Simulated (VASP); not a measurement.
Energy against volume of Co (hcp). All values below come from rev-vdW-DF2, VASP's PBE PAW potentials (set 64) (plane waves; VASP). Run with 520 eV cut-off, 17×17×9 Γ-centred mesh, first-order Methfessel-Paxton smearing of 0.10 eV, potentials Co.

Shape and ions are relaxed at each volume.

| V (Å³/atom) | E (eV/atom) |
|---|---|
| 10.247 | -4.88039 |
| 10.564 | -4.88715 |
| 10.881 | -4.88030 |
| 11.197 | -4.86214 |

Question: Fit these four points and predict the energy of the run at 9.930 Å³/atom.

Answer: A cubic in V^(−2/3), the third-order Birch-Murnaghan form, passes through the four points with V0 = 10.55 Å³/atom and B0 = 230 GPa, and gives -4.8573 eV/atom there. The run gave -4.8579 eV/atom, -0.6 meV/atom from the fit; all five points give B0 = 227 GPa.

The compound is Co in the hcp structure. It was relaxed first.
